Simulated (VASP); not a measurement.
A cell of AuAl₂ (fluorite) near equilibrium:

```xyz
3
Lattice="0.0000 3.0000 3.0000 3.0000 0.0000 3.0000 3.0000 3.0000 0.0000" Properties=species:S:1:pos:R:3 pbc="T T T"
Al     1.5000     1.5000     1.5000
Al     4.5000     4.5000     4.5000
Au     0.0000     0.0000     0.0000
```

Level of theory: r2SCAN meta-GGA, VASP's PBE PAW potentials (set 64) (plane waves; VASP).

```
run               ΔE (meV/atom)   σxx   σyy   σzz  largest shear component, with its sign (GPa)  largest force (eV/Å)
----------------  -------------  ----  ----  ----  --------------------------------------------  --------------------
as it is                    0.0  0.06  0.06  0.06                                          0.00                 0.000
after one change            1.7  1.95  1.95  1.95                                          0.00                 0.000
```
Stress is in GPa, positive when the cell is compressed.

### Question
Which change was made?
A) isotropic strain of -0.5 %
B) uniaxial strain of +1.5 % along x
C) uniaxial strain of -2.0 % along z
D) isotropic strain of -3.0 %

### Answer
A, isotropic strain of -0.5 %

The compound is AuAl2 in the fluorite structure. The cell was not relaxed at this level. The electron count is odd and the run is not spin-polarised, which forces a metal.
